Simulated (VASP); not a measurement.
# A VASP study of MgB2 (LDA): structure first, properties next, part 3 of 5

Aim: relax MgB2, then compute properties on the relaxed cell. Left out of this account: 1 further run (relaxation: a spoilt try). The start is a cell from a database of measured crystal structures.

VASP 6.6.1; LDA; plane waves and PAW (Mg, B).

So far. Step 5 (Band structure (LDA)): There is no gap at this level. Step 5 (Band structure (LDA)): Of the bands kept, 3 cross the Fermi level on this path.

### 6. Total and projected DOS (LDA)

A density of states needs more k-points than a total energy; ISMEAR = -5 takes tetrahedra, and LORBIT projects the states on the PAW spheres. The mesh is finer than in the run before.

Contents of INCAR:

```
SYSTEM = MgB2
PREC = Accurate
ENCUT = 420
EDIFF = 1E-06
NELM = 100
ISMEAR = -5
SIGMA = 0.05
LREAL = .FALSE.
ALGO = Normal
GGA = CA
NBANDS = 17
LORBIT = 11
LWAVE = .FALSE.
LCHARG = .FALSE.
KPAR = 2
NEDOS = 2001
```

Contents of POSCAR:

```
MgB2
1.0
    3.0408864453      0.0000000000      0.0000000000
   -1.5204432227      2.6334849117      0.0000000000
    0.0000000000      0.0000000000      3.4274495848
Mg B
1 2
Direct
    0.0000000000      0.0000000000      0.0000000000
    0.3333333333      0.6666666667      0.5000000000
    0.6666666667      0.3333333333      0.5000000000
```

Contents of KPOINTS:

```
Automatic mesh
0
Gamma
15 15 11
0 0 0
```

The projector-augmented-wave data sets are Mg and B (LDA family, release 64).

Run with:

```console
> mpirun -np 2 vasp_std
```

Log:

```text
[... set-up lines as in an earlier step ...]
 entering main loop
       N       E                     dE             d eps       ncg     rms          rms(c)
DAV:   1    -0.486860771123E+00   -0.48686E+00   -0.31974E+03  6188   0.331E+02
DAV:   2    -0.188549457326E+02   -0.18368E+02   -0.17641E+02  7197   0.808E+01
DAV:   3    -0.191845353860E+02   -0.32959E+00   -0.32856E+00  6296   0.797E+00
DAV:   4    -0.191851038151E+02   -0.56843E-03   -0.56833E-03  6904   0.372E-01
DAV:   5    -0.191851054400E+02   -0.16249E-05   -0.16249E-05  6428   0.204E-02    0.532E+00
DAV:   6    -0.175704332275E+02    0.16147E+01   -0.13232E+00  6226   0.432E+00    0.242E+00
DAV:   7    -0.172975075476E+02    0.27293E+00   -0.78738E-01  6657   0.327E+00    0.695E-01
DAV:   8    -0.172924399941E+02    0.50676E-02   -0.80040E-02  6033   0.117E+00    0.398E-01
DAV:   9    -0.172856958047E+02    0.67442E-02   -0.11151E-02  5892   0.379E-01    0.622E-02
DAV:  10    -0.172857593035E+02   -0.63499E-04   -0.62394E-04  6945   0.110E-01    0.192E-02
DAV:  11    -0.172857574653E+02    0.18383E-05   -0.14297E-05  6219   0.182E-02    0.300E-03
DAV:  12    -0.172857645957E+02   -0.71305E-05   -0.57929E-07  4568   0.289E-03    0.104E-03
DAV:  13    -0.172857620586E+02    0.25371E-05   -0.78541E-08  2986   0.114E-03    0.749E-05
DAV:  14    -0.172857622714E+02   -0.21281E-06   -0.35736E-09  2867   0.270E-04
   1 F= -.17285762E+02 E0= -.17285762E+02  d E =0.000000E+00
 -----------------------------------------------------------------------------
|                                                                             |
|           W    W    AA    RRRRR   N    N  II  N    N   GGGG   !!!           |
|           W    W   A  A   R    R  NN   N  II  NN   N  G    G  !!!           |
|           W    W  A    A  R    R  N N  N  II  N N  N  G       !!!           |
|           W WW W  AAAAAA  RRRRR   N  N N  II  N  N N  G  GGG   !            |
|           WW  WW  A    A  R   R   N   NN  II  N   NN  G    G                |
|           W    W  A    A  R    R  N    N  II  N    N   GGGG   !!!           |
|                                                                             |
|     Tetrahedron method does not include variations of the Fermi             |
|     occupations, so forces and stress will be inaccurate. We suggest        |
|     using a different smearing scheme ISMEAR = 1 or 2 for metals in         |
|     relaxations.                                                            |
|                                                                             |
 -----------------------------------------------------------------------------
```

Wall time 24 s (2 MPI ranks of AMD EPYC 7R43, shared host); peak memory 0.25 GiB.

OUTCAR, selected parts (step 6):

```text
   k-points           NKPTS =    162   k-points in BZ     NKDIM =    162   number of bands    NBANDS=     17

   NELECT =       8.0000    total number of electrons

 E-fermi :   5.5745

 k-point     1 :       0.0000    0.0000    0.0000
  band No.  band energies     occupation
      1      -6.9930      2.00000
      2       2.7247      2.00000
      3       5.9534     -0.62167
      4       5.9534      0.00000
      5       7.6270      0.00000
      6      12.0037      0.00000
      7      12.0037      0.00000
    ...

  Total       -0.1920874     -0.1920874      0.2920708      0.0000000     -0.0000000      0.0000000
  in kB      -11.2126273    -11.2126273     17.0489104      0.0000000     -0.0000000      0.0000000
  external PRESSURE =      -1.7921147 kB  Pullay stress =       0.0000000 kB

 POSITION                                       TOTAL-FORCE (eV/Angst)
 -----------------------------------------------------------------------------------
      0.00000      0.00000      0.00000        -0.000000      0.000000     -0.000000
     -0.00000      1.75566      1.71372         0.000000      0.000000      0.000000
      1.52044      0.87783      1.71372        -0.000000      0.000000     -0.000000
 -----------------------------------------------------------------------------------
    total drift:                                0.000000     -0.000000     -0.000000

  FREE ENERGIE OF THE ION-ELECTRON SYSTEM (eV)
  ---------------------------------------------------
  free  energy   TOTEN  =       -17.2857622714 eV

  energy  without entropy=      -17.2857622714  energy(sigma->0) =      -17.28576227

[... 6 parts as in an earlier step ...]

[... 10 further parts left out ...]
```

With tetrahedra the forces and stress of a metal are not exact derivatives of the energy.

Numbers from this step:

```yaml
scf_cycles: 14
irreducible_k_points: 162
fermi_energy: 5.574 eV
pressure: -0.1792 GPa
dos_at_the_fermi_level: 0.7080 states/eV/cell
```

The density of states has structure finer than the step of the table below, so its rows give means over 1 eV, whole bins alone (the curve runs from -12.0 to 7.99 eV). Peaks (eV: height): total -8.6: 0.559, -2.1: 1.26, 6.5: 1.91, 7.6: 1.14; B p -2.1: 0.641, 6.5: 0.394, 6.8: 0.420; B s -8.6: 0.223, -7.0: 0.159, -6.5: 0.151, 6.3: 0.215; Mg s -5.1: 0.0268, 6.5: 0.134, 7.6: 0.0859.

States under -12.0 eV and over 8.0 eV are left out. The density of states by energy, zero at the Fermi level; means over each step; values in states/eV/cell:

```
energy (eV)  total     B p      B s     Mg s
        -11  0.404  0.0169    0.177   0.0143
        -10  0.441  0.0348    0.184   0.0116
         -9  0.480  0.0538    0.192  0.00835
         -8  0.421  0.0594    0.167  0.00424
         -7  0.526   0.125    0.129   0.0185
         -6  0.619   0.167    0.126   0.0209
         -5  0.719   0.232   0.0981   0.0227
         -4  0.859   0.313   0.0835   0.0193
         -3  0.995   0.418   0.0688   0.0134
         -2   1.11   0.560   0.0450  0.00806
         -1  0.858   0.412   0.0209   0.0113
          0  0.675   0.318  0.00773   0.0106
          1  0.304   0.104  0.00172  0.00769
          2  0.290  0.0938  0.00243  0.00657
          3  0.411   0.122   0.0105   0.0115
          4  0.459   0.113   0.0165   0.0197
          5  0.551   0.109   0.0389   0.0397
          6   1.23   0.214    0.150   0.0939
          7   1.18   0.292    0.101   0.0807
```

The finer mesh and the other smearing move the Fermi level by -0.12 eV from the 10×10×8 run, one measure of the sampling error in the zero of the bands above. Of the states within 0.3 eV of the Fermi level, the largest shares in the PAW spheres are B p 47 %. The rest lies in smaller channels or between the spheres.

### 7. Vibrations at Γ (LDA)

Zone-centre modes test whether the atoms sit at a minimum within this cell. IBRION = 8 takes the force constants from linear response, which needs tightly converged orbitals.

Contents of INCAR:

```
SYSTEM = MgB2
PREC = Accurate
ENCUT = 420
EDIFF = 1E-08
NELM = 100
ISMEAR = 1
SIGMA = 0.2
LREAL = .FALSE.
ALGO = Normal
GGA = CA
NBANDS = 10
LORBIT = 11
LWAVE = .FALSE.
LCHARG = .FALSE.
KPAR = 2
IBRION = 8
ISIF = 2
```

POSCAR is that of step 6.

KPOINTS is that of step 6.

Run with:

```console
> mpirun -np 2 vasp_std
```

Log:

```text
[... set-up lines as in an earlier step ...]
 entering main loop
       N       E                     dE             d eps       ncg     rms          rms(c)
DAV:   1    -0.131623411848E+01   -0.13162E+01   -0.34993E+03  3530   0.564E+02
DAV:   2    -0.187889748774E+02   -0.17473E+02   -0.16216E+02  4300   0.985E+01
DAV:   3    -0.191833532238E+02   -0.39438E+00   -0.39330E+00  4258   0.125E+01
DAV:   4    -0.191840759909E+02   -0.72277E-03   -0.72272E-03  4098   0.561E-01
DAV:   5    -0.191840775125E+02   -0.15215E-05   -0.15216E-05  4044   0.251E-02    0.532E+00
DAV:   6    -0.175719536055E+02    0.16121E+01   -0.22043E+00  3610   0.733E+00    0.239E+00
DAV:   7    -0.172924300963E+02    0.27952E+00   -0.11385E+00  3714   0.524E+00    0.684E-01
DAV:   8    -0.172916115862E+02    0.81851E-03   -0.10854E-01  3510   0.188E+00    0.386E-01
DAV:   9    -0.172837282979E+02    0.78833E-02   -0.17611E-02  3548   0.647E-01    0.579E-02
DAV:  10    -0.172836360984E+02    0.92200E-04   -0.87515E-04  4214   0.178E-01    0.194E-02
DAV:  11    -0.172836333426E+02    0.27558E-05   -0.25622E-05  3656   0.331E-02    0.495E-03
DAV:  12    -0.172836318792E+02    0.14634E-05   -0.75626E-06  3748   0.133E-02    0.136E-03
DAV:  13    -0.172836318019E+02    0.77335E-07   -0.22093E-07  3726   0.296E-03    0.348E-04
DAV:  14    -0.172836317974E+02    0.44691E-08   -0.24031E-08  3724   0.881E-04
   1 F= -.17283632E+02 E0= -.17282856E+02  d E =-.232881E-02
 Linear response reoptimize wavefunctions to high precision
DAV:   1    -0.172836317974E+02   -0.40075E-10   -0.59994E-10  2532   0.167E-04
 Linear response DOF=           4
 Linear response progress:
  Degree of freedom:   1/  4
       N       E                     dE             d eps       ncg     rms          rms(c)
RMM:   1    -0.213092255712E-02   -0.21309E-02   -0.24064E-03 15711   0.351E-01
RMM:   2    -0.196385001327E-02    0.16707E-03   -0.84145E-05 12200   0.612E-02    0.292E-02
RMM:   3    -0.195185559287E-02    0.11994E-04   -0.89901E-06 12635   0.175E-02    0.161E-02
RMM:   4    -0.196039708771E-02   -0.85415E-05   -0.91591E-06 12378   0.172E-02    0.256E-03
RMM:   5    -0.196029652770E-02    0.10056E-06   -0.81903E-08 12881   0.212E-03    0.122E-04
RMM:   6    -0.196032172570E-02   -0.25198E-07   -0.77432E-10 13067   0.128E-04    0.711E-05
RMM:   7    -0.196039119287E-02   -0.69467E-07   -0.57378E-10 13409   0.630E-05    0.571E-06
RMM:   8    -0.196036952531E-02    0.21668E-07   -0.74574E-10 13653   0.223E-05    0.284E-06
RMM:   9    -0.196038958252E-02   -0.20057E-07   -0.32557E-10 12413   0.160E-05    0.428E-07
RMM:  10    -0.196039238455E-02   -0.28020E-08   -0.45777E-10  8883   0.133E-05    0.444E-08
 first order change of Fermi-energy   0.29789E-04
 force on displaced ion       1 direction 1 :  -5.335   0.000   0.000
 Linear response progress:
  Degree of freedom:   2/  4
       N       E                     dE             d eps       ncg     rms          rms(c)
RMM:   1    -0.348600397016E-02   -0.34860E-02    0.11824E-02  6660   0.555E-01
RMM:   2    -0.344736764908E-02    0.38636E-04   -0.99468E-05  5168   0.694E-02    0.593E-02
RMM:   3    -0.332473839451E-02    0.12263E-03   -0.11260E-04  5091   0.549E-02    0.248E-02
RMM:   4    -0.334377539580E-02   -0.19037E-04   -0.41024E-05  5139   0.325E-02    0.454E-03
RMM:   5    -0.334316067870E-02    0.61472E-06   -0.18883E-07  5280   0.347E-03    0.201E-04
RMM:   6    -0.334338835299E-02   -0.22767E-06   -0.21440E-09  5334   0.241E-04    0.105E-04
RMM:   7    -0.334343855234E-02   -0.50199E-07   -0.91294E-10  5390   0.956E-05    0.937E-06
RMM:   8    -0.334346625690E-02   -0.27705E-07   -0.71685E-10  5542   0.281E-05    0.367E-06
RMM:   9    -0.334348112697E-02   -0.14870E-07   -0.71536E-10  5426   0.171E-05    0.501E-07
RMM:  10    -0.334345522330E-02    0.25904E-07   -0.70514E-10  3756   0.133E-05    0.965E-08
 first order change of Fermi-energy   0.12686E-03
 force on displaced ion       1 direction 3 :  -0.000  -0.000  -7.592
 Linear response progress:
  Degree of freedom:   3/  4
       N       E                     dE             d eps       ncg     rms          rms(c)
RMM:   1    -0.476314784889E-01   -0.47631E-01    0.29900E-03 31056   0.118E+00
RMM:   2    -0.456532432849E-01    0.19782E-02   -0.10148E-03 21540   0.205E-01    0.218E-01
RMM:   3    -0.455054330083E-01    0.14781E-03   -0.80464E-04 21099   0.164E-01    0.103E-01
RMM:   4    -0.464632100881E-01   -0.95778E-03   -0.52109E-04 21311   0.129E-01    0.133E-02
RMM:   5    -0.464864319439E-01   -0.23222E-04   -0.34819E-06 22874   0.114E-02    0.120E-03
RMM:   6    -0.464894701190E-01   -0.30382E-05   -0.32403E-09 23324   0.105E-03    0.496E-04
RMM:   7    -0.464875315786E-01    0.19385E-05   -0.59541E-09 24243   0.543E-04    0.619E-05
RMM:   8    -0.464880665282E-01   -0.53495E-06   -0.34423E-08 24711   0.141E-04    0.242E-05
RMM:   9    -0.464877334243E-01    0.33310E-06   -0.16991E-08 24599   0.104E-04    0.171E-06
RMM:  10    -0.464877563654E-01   -0.22941E-07   -0.16903E-08 24511   0.736E-05    0.696E-07
RMM:  11    -0.464877363060E-01    0.20059E-07   -0.20059E-08 19266   0.709E-05    0.184E-07
RMM:  12    -0.464877487733E-01   -0.12467E-07   -0.17324E-08 15076   0.705E-05    0.357E-08
 first order change of Fermi-energy  -0.32025E-04
 force on displaced ion       2 direction 1 :  -7.727   0.003   0.000
 Linear response progress:
  Degree of freedom:   4/  4
       N       E                     dE             d eps       ncg     rms          rms(c)
RMM:   1    -0.420043413458E-01   -0.42004E-01    0.41605E-02 10778   0.111E+00
RMM:   2    -0.424202599458E-01   -0.41592E-03   -0.35475E-04  8043   0.126E-01    0.133E-01
RMM:   3    -0.421846468586E-01    0.23561E-03   -0.41748E-04  7741   0.117E-01    0.598E-02
RMM:   4    -0.425187640252E-01   -0.33412E-03   -0.20784E-04  8006   0.778E-02    0.129E-02
RMM:   5    -0.425262453214E-01   -0.74813E-05   -0.32109E-06  8535   0.115E-02    0.173E-03
RMM:   6    -0.425280888498E-01   -0.18435E-05   -0.92234E-08  8759   0.155E-03    0.818E-04
RMM:   7    -0.425224444315E-01    0.56444E-05   -0.33959E-08  8464   0.581E-04    0.316E-05
RMM:   8    -0.425226447121E-01   -0.20028E-06   -0.28626E-08  9223   0.118E-04    0.151E-05
RMM:   9    -0.425226636825E-01   -0.18970E-07   -0.31586E-08  9210   0.870E-05    0.739E-07
RMM:  10    -0.425226771177E-01   -0.13435E-07   -0.16069E-08  7597   0.781E-05    0.369E-07
RMM:  11    -0.425226475009E-01    0.29617E-07   -0.28879E-08  6247   0.778E-05    0.695E-08
 first order change of Fermi-energy   0.32638E-04
 force on displaced ion       2 direction 3 :   0.000  -0.000 -11.978
 Linear response finished
```

Wall time 5.4 min (2 MPI ranks); peak memory 0.83 GiB.

OUTCAR, selected parts (step 7):

```text
   k-points           NKPTS =    162   k-points in BZ     NKDIM =    162   number of bands    NBANDS=     10

   NELECT =       8.0000    total number of electrons

  Total       -0.1844832     -0.1844832      0.2616107      0.0000000     -0.0000000      0.0000000
  in kB      -10.7687479    -10.7687479     15.2708765      0.0000000     -0.0000000      0.0000000
  external PRESSURE =      -2.0888731 kB  Pullay stress =       0.0000000 kB

 POSITION                                       TOTAL-FORCE (eV/Angst)
 -----------------------------------------------------------------------------------
      0.00000      0.00000      0.00000        -0.000000      0.000000      0.000000
     -0.00000      1.75566      1.71372        -0.000000      0.000000     -0.000000
      1.52044      0.87783      1.71372         0.000000      0.000000      0.000000
 -----------------------------------------------------------------------------------
    total drift:                                0.000000     -0.000000     -0.000000

 Eigenvectors and eigenvalues of the dynamical matrix
 ----------------------------------------------------

   1 f  =   21.347451 THz   134.129990 2PiTHz  712.074315 cm-1    88.285923 meV
             X         Y         Z           dx          dy          dz
      0.000000  0.000000  0.000000     0.000000    0.000000   -0.000000
     -0.000000  1.755657  1.713725     0.000000    0.000000   -0.707107
      1.520443  0.877828  1.713725    -0.000000   -0.000000    0.707107

   2 f  =   16.994748 THz   106.781152 2PiTHz  566.883779 cm-1    70.284599 meV
             X         Y         Z           dx          dy          dz
      0.000000  0.000000  0.000000    -0.000000    0.000000   -0.000000
     -0.000000  1.755657  1.713725     0.282596   -0.648182    0.000000
      1.520443  0.877828  1.713725    -0.282596    0.648182    0.000000

   3 f  =   16.994748 THz   106.781152 2PiTHz  566.883779 cm-1    70.284599 meV
             X         Y         Z           dx          dy          dz
      0.000000  0.000000  0.000000     0.000000   -0.000000   -0.000000
     -0.000000  1.755657  1.713725    -0.648182   -0.282596    0.000000
      1.520443  0.877828  1.713725     0.648182    0.282596    0.000000

   4 f  =   12.736332 THz    80.024732 2PiTHz  424.838296 cm-1    52.673212 meV
             X         Y         Z           dx          dy          dz
      0.000000  0.000000  0.000000     0.000000    0.000000    0.686029
     -0.000000  1.755657  1.713725    -0.000000   -0.000000   -0.514473
      1.520443  0.877828  1.713725    -0.000000   -0.000000   -0.514473

   5 f  =   10.686040 THz    67.142372 2PiTHz  356.447940 cm-1    44.193892 meV
             X         Y         Z           dx          dy          dz
      0.000000  0.000000  0.000000     0.273937   -0.628311    0.000000
     -0.000000  1.755657  1.713725    -0.205771    0.471964   -0.000000
      1.520443  0.877828  1.713725    -0.205771    0.471964   -0.000000

   6 f  =   10.686040 THz    67.142372 2PiTHz  356.447940 cm-1    44.193892 meV
             X         Y         Z           dx          dy          dz
      0.000000  0.000000  0.000000     0.628311    0.273937   -0.000000
     -0.000000  1.755657  1.713725    -0.471964   -0.205771    0.000000
      1.520443  0.877828  1.713725    -0.471964   -0.205771    0.000000

   7 f/i=    0.001979 THz     0.012436 2PiTHz    0.066022 cm-1     0.008186 meV
             X         Y         Z           dx          dy          dz
      0.000000  0.000000  0.000000     0.000000   -0.000000   -0.727574
     -0.000000  1.755657  1.713725     0.000000   -0.000000   -0.485096
      1.520443  0.877828  1.713725     0.000000   -0.000000   -0.485096

   8 f/i=    0.010431 THz     0.065542 2PiTHz    0.347954 cm-1     0.043141 meV
             X         Y         Z           dx          dy          dz
      0.000000  0.000000  0.000000    -0.629526    0.365897   -0.000000
     -0.000000  1.755657  1.713725    -0.419034    0.243554   -0.000000
      1.520443  0.877828  1.713725    -0.419034    0.243554   -0.000000

   9 f/i=    0.010431 THz     0.065542 2PiTHz    0.347954 cm-1     0.043141 meV
             X         Y         Z           dx          dy          dz
      0.000000  0.000000  0.000000    -0.365897   -0.629526    0.000000
     -0.000000  1.755657  1.713725    -0.243554   -0.419034    0.000000
      1.520443  0.877828  1.713725    -0.243554   -0.419034    0.000000

 ELASTIC MODULI CONTR FROM IONIC RELAXATION (kBar)
 Direction    XX          YY          ZZ          XY          YZ          ZX
 --------------------------------------------------------------------------------
 XX        -108.7874    108.7874     -0.0000      0.0000      0.0000      0.0000
 YY         108.7874   -108.7874     -0.0000      0.0000     -0.0000     -0.0000
 ZZ          -0.0000     -0.0000     -0.0000      0.0000      0.0000      0.0000
 XY           0.0000      0.0000      0.0000   -108.7874     -0.0000     -0.0000
 YZ           0.0000     -0.0000      0.0000     -0.0000     -0.0000     -0.0000
 ZX           0.0000     -0.0000      0.0000     -0.0000     -0.0000     -0.0000
 --------------------------------------------------------------------------------

[... 7 parts as in an earlier step ...]

[... 3 further parts left out ...]
```

Energies printed during the response cycles are not total energies of the cell.

This step gave:

```
bands                     : 10
pressure of the cell      : -0.2089 GPa
largest force of the cell : 0 eV/Å
Fermi energy              : 5.585 eV
```

Modes at Γ, with each element's share of the kinetic energy:

| mode | frequency (cm⁻¹) | symmetry | Mg % | B % |
| --- | --- | --- | --- | --- |
| 1 | -0.3 | acoustic | 53 | 47 |
| 2 | -0.3 | acoustic | 53 | 47 |
| 3 | -0.1 | acoustic | 53 | 47 |
| 4 | 356.4 | E1u | 47 | 53 |
| 5 | 356.4 | E1u | 47 | 53 |
| 6 | 424.8 | A2u | 47 | 53 |
| 7 | 566.9 | E2g | 0 | 100 |
| 8 | 566.9 | E2g | 0 | 100 |
| 9 | 712.1 | Bg | 0 | 100 |

Displacements in mode 4 (356.4 cm⁻¹), the largest set to 1:
```
Mg1  0.89  0.39  0.00
B2  -1.00 -0.44  0.00
B3  -1.00 -0.44  0.00
```

Displacements in mode 9 (712.1 cm⁻¹), the largest set to 1:
```
Mg1  0.00  0.00  0.00
B2   0.00  0.00 -1.00
B3   0.00  0.00  1.00
```

The three acoustic modes lie within 0.3 cm⁻¹ of zero, and all others are real. By the characters of their eigenvectors the optical modes sort into (cm⁻¹) Raman active: E2g 567; infrared active: E1u 356, A2u 425; silent: Bg 712. B labels carry no number here, since it depends on the setting of the axes. With a centre of inversion no mode is active in both.

(Continued in part 4 of 5.)

[Lines on the potential files, build, host, timing and source positions are cut from VASP's logs without a mark.]

[Logs are printed without paths, hosts, clocks, repeated set-up lines and the standing remarks that a program may print on its own settings, such as how far it seeks lower states.]

[Hosts, paths, dates, database ids (printed as entryN), source tags and the programs' standing remarks are cut or masked in the printed files.]

[A measured line is paired with the nearest computed mode of its activity, which favours agreement.]
